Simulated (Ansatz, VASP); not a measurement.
**Ca2Si in VASP and in Ansatz**

Contents of INCAR:

```
PREC     = Accurate       # precision mode
ENCUT    = 520            # plane-wave cutoff, eV
EDIFF    = 1E-6           # SCF threshold, eV
ISMEAR   = 0              # smearing method
SIGMA    = 0.05           # smearing width, eV
LREAL    = F              # projectors in reciprocal space
LASPH    = T              # aspherical terms in the spheres
NELM     = 100            # most SCF steps
ALGO     = Fast           # electronic algorithm
ISIF     = 2              # what is computed and relaxed
LWAVE    = F              # write WAVECAR
LCHARG   = F              # write CHGCAR
GGA      = CA             # functional
NBANDS   = 19             # bands
```

File KPOINTS:

```
regular mesh
0
Gamma
  4 4 4
```

Contents of POSCAR:

```
Ca2Si
1.0
    0.0000000000      3.2908965344      3.2908965344
    3.2908965344      0.0000000000      3.2908965344
    3.2908965344      3.2908965344      0.0000000000
Si Ca
1 2
Direct
    0.0000000000      0.0000000000      0.0000000000
    0.2500000000      0.2500000000      0.2500000000
    0.7500000000      0.7500000000      0.7500000000
```

Input for Ansatz:

```yaml
crystal:
  lattice:
    - [0.0, 3.2908965344, 3.2908965344]
    - [3.2908965344, 0.0, 3.2908965344]
    - [3.2908965344, 3.2908965344, 0.0]
  atoms:
    - { symbol: Si, position: [0.0, 0.0, 0.0] }
    - { symbol: Ca, position: [0.25, 0.25, 0.25] }
    - { symbol: Ca, position: [0.75, 0.75, 0.75] }
basis:
  ecutwfc: 420
kpoints:
  mp_grid: { grid: [4, 4, 4] }
hamiltonian:
  xc: lda
scf:
  occupations: { method: gaussian, width: 0.05 }
output:
  forces: true
  stress: true
  eigenvalues: true
```

The cell comes from a database or a generator and needn't be the stable form of this composition.

Alike in both runs: task single point; functional LDA; k mesh 4 × 4 × 4; occupations gaussian, width 0.05 eV; no spin polarisation.

|  | VASP | Ansatz |
| --- | --- | --- |
| version | VASP 6.6.1 | Ansatz 0.2.0 |
| potentials or method | VASP PAW LDA potentials, release 64 (Si, Ca_sv) | scalar-relativistic, plane waves, PAW |
| plane-wave cutoff (eV) | 520 | 420 |
| valence electrons in the cell | 24 | 24 |

Ansatz gave:

| Property | Result |
| --- | --- |
| gap on the k mesh at the Fermi level (eV) | 0.04 |
| least direct gap on the mesh (eV) | 0.04 |
| pressure (GPa) | 10.9 |

Estimate VASP's values.

gap on the k mesh at the Fermi level (eV): 0.03; least direct gap on the mesh (eV): 0.03; pressure (GPa): 11.1.

A k mesh can miss the band edges. As with any semilocal functional, this LDA gap is likely too small.
